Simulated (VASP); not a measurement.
Input:

```
CELL_PARAMETERS angstrom
      0.00000     3.18581     3.18581
      3.18581     0.00000     3.18581
      3.18581     3.18581     0.00000
ATOMIC_POSITIONS crystal
  Sn 0.01095 0.00454 0.99664
  Te 0.48905 0.49545 0.50336
```

All values below come from PBEsol GGA, VASP's PBE PAW potentials (set 64) (plane waves; VASP 6.6.1). Numerical set-up: 300 eV cut-off, 5×5×5 Γ-centred mesh, first-order Methfessel-Paxton smearing of 0.10 eV, potentials Sn_d Te.

At this cut-off the stress carries a Pulay error, which pulls relaxed volumes low.

Problem. Give the stress tensor in GPa (positive for a compressed cell).

Solution. 
```
-1.95   0.01   0.01
 0.01  -1.88   0.06
 0.01   0.06  -1.64
```
The pressure is its mean diagonal, -1.82 GPa.

The structure comes from a computed database's SnTe entry; how it stands against other phases isn't given here. The cell was not relaxed at this level, atoms are displaced from their ideal sites.
